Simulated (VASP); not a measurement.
Calculation: rev-vdW-DF2, VASP's PBE PAW potentials (set 64) (plane waves; VASP).

VASP ran on this input.

### INCAR
```
AGGAC  =  0.0
ALGO  =  Normal
EDIFF  =  1E-7
ENCUT  =  520
GGA  =  MK
ISIF  =  2
ISMEAR  =  -5
LASPH  =  .TRUE.
LCHARG  =  .TRUE.
LMAXMIX  =  4
LORBIT  =  11
LREAL  =  .FALSE.
LUSE_VDW  =  .TRUE.
LWAVE  =  .FALSE.
NEDOS  =  601
NELM  =  100
PARAM1  =  0.1234568
PARAM2  =  0.7114
PREC  =  Accurate
SYSTEM  =  Cd
ZAB_VDW  =  -1.8867
```

POSCAR:
```
Cd
1
    1.5068936337    -2.6100166420     0.0000000000
    1.5068936337     2.6100166420     0.0000000000
   -0.0000000000    -0.0000000000     5.5885525519
Cd
2
Direct
  0.3333330000   0.6666670000   0.2500000000
  0.6666670000   0.3333330000   0.7500000000
```

File KPOINTS:
```
Regular mesh
0
gamma
 16 16 8
0 0 0
```

POTCAR, in this order: Cd (PBE.64 set). Program: vasp_std.

Q: What does the run give for the energy per atom (σ→0), band gap (on the k-mesh)?

A: 
| Property | Result |
|---|---|
| energy per atom (σ→0) | 2.095 eV/atom |
| band gap (on the k-mesh) | none (metal, semimetal or under 0.01 eV) |

**OSZICAR**
```
...
DAV:   7     0.418957634461E+01    0.80775E-02   -0.29331E-02  5496   0.170E+00    0.171E+00
DAV:   8     0.419016456627E+01    0.58822E-03   -0.33037E-03  5112   0.808E-01    0.883E-02
DAV:   9     0.419012930691E+01   -0.35259E-04   -0.32124E-05  6264   0.665E-02    0.341E-02
DAV:  10     0.419009654333E+01   -0.32764E-04   -0.38631E-05  5224   0.641E-02    0.274E-03
DAV:  11     0.419009642238E+01   -0.12095E-06   -0.38077E-08  4880   0.200E-03    0.142E-03
DAV:  12     0.419009631503E+01   -0.10735E-06   -0.47253E-08  3408   0.180E-03    0.334E-04
DAV:  13     0.419009630796E+01   -0.70709E-08   -0.96818E-10  2752   0.374E-04
   1 F= 0.41900963E+01 E0= 0.41900963E+01  d E =0.000000E+00
```

The compound is Cd in the hcp structure. It was relaxed first.
